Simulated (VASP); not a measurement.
Input:

```
CELL_PARAMETERS angstrom
      0.00000     2.40309     2.40309
      2.40309     0.00000     2.40309
      2.40309     2.40309     0.00000
ATOMIC_POSITIONS crystal
  Na 0.00000 0.00000 0.00000
  H  0.50000 0.50000 0.50000
```

Computed with rev-vdW-DF2, VASP's PBE PAW potentials (set 64) (plane waves; VASP). Numerical set-up: 520 eV cut-off, 11×11×11 Γ-centred mesh, tetrahedra with Blöchl corrections, potentials Na_pv H.

**Question.** Predict the energy per atom (σ→0).

**Answer.** 
* **energy per atom (σ→0)**: -1617 meV/atom

The compound is NaH in the rock salt structure. It was relaxed first.
